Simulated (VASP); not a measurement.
Input:

```
Tl
1.0
    1.69233    -2.93121     0.00000
    1.69233     2.93121     0.00000
    0.00000     0.00000     5.49535
Tl
2
Direct
  0.33333   0.66667   0.25000
  0.66667   0.33333   0.75000
```

These are LDA (Ceperley-Alder, Perdew-Zunger), VASP's LDA PAW potentials (set 64) (plane waves; VASP) values and carry that method's errors. Settings: 520 eV cut-off, 12×12×7 Γ-centred mesh, first-order Methfessel-Paxton smearing of 0.10 eV, potentials Tl_d.

Problem. The ions and cell shape at fixed volume are relaxed. Which structure does the run end with?

Solution. 
```
Tl
1.0
    1.72264    -2.98370     0.00000
    1.72264     2.98370     0.00000
    0.00000     0.00000     5.30369
Tl
2
Direct
  0.33333   0.66667   0.25000
  0.66667   0.33333   0.75000
```
Space group P6_3/mmc (194), at a tolerance of 0.03 Å.

Problem. How much energy does the relaxation gain?

Solution. The energy (σ→0) changes by -5.5 meV/atom, in 4 ionic steps.

| step | E(σ→0) (eV) | max force (eV/Å) | pressure (GPa) | volume (Å³) |
|---|---|---|---|---|
| 1 | -5.8577 | 0.000 | 0.06 | 54.52 |
| 2 | -5.8615 | 0.000 | 0.06 | 54.52 |
| 3 | -5.8685 | 0.000 | 0.18 | 54.52 |
| 4 | -5.8687 | 0.000 | 0.24 | 54.52 |

The compound is Tl in the hcp structure. This run relaxes it. Symmetry was kept, so distortions that lower it aren't found.
